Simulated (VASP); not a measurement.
Energy against volume of Mo (bcc). These are vdW-DF2, VASP's PBE PAW potentials (set 64) (plane waves; VASP) values and carry that method's errors.

```json
[
 {"V (Å³/atom)": "15.847", "E (eV/atom)": "-6.67012"},
 {"V (Å³/atom)": "16.353", "E (eV/atom)": "-6.70447"},
 {"V (Å³/atom)": "16.858", "E (eV/atom)": "-6.71387"},
 {"V (Å³/atom)": "17.364", "E (eV/atom)": "-6.70208"},
 {"V (Å³/atom)": "17.870", "E (eV/atom)": "-6.67232"}
]
```

Task: Fit a third-order Birch-Murnaghan equation of state.

Result: 
```
Quantity                                         Result
---------------------------------------  --------------
volume per atom                          16.82 Å^3/atom
bulk modulus                                    226 GPa
pressure derivative of the bulk modulus            4.45
lattice constant a                              3.228 Å
```

Measured: bulk modulus 265 GPa at 0 K (computed value off by -14.8 %), as given by Vázquez-Parga, Fernández-Martínez, Viñes, J. Chem. Theory Comput. (2023), doi:10.1021/acs.jctc.3c00612, Supporting … [zero-point energy and finite temperature contributions removed]; a 3.141 Å at 0 K (computed value off by +2.8 %), as given by Daniel Mejia-Rodriguez et al., Physical Review B (2018), arXiv:1807.09216 [static lattice: zero-point anharmonic expansion removed].

The compound is Mo in the bcc structure. It was relaxed first, which changed the volume by +8 %.
